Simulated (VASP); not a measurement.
Here is the system:

```
CdTe
1.0
    0.00000     3.25453     3.25453
    3.25453     0.00000     3.25453
    3.25453     3.25453     0.00000
Cd Te
1 1
Direct
  0.00000   0.00000   0.00000
  0.25000   0.25000   0.25000
```

Calculation: PBE GGA, VASP's PBE PAW potentials (set 64) (plane waves; VASP 6.6.1). Settings: 480 eV cut-off, 6×6×6 Γ-centred mesh, Gaussian smearing of 0.050 eV, potentials Cd Te.

### Question
Give the stress tensor in GPa (positive for a compressed cell).

### Answer

```
2.10  0.00  0.00
0.00  2.10  0.00
0.00  0.00  2.10
```
The pressure is its mean diagonal, 2.10 GPa.

The compound is CdTe in the zinc blende structure. This cell was strained or had an atom moved on purpose.
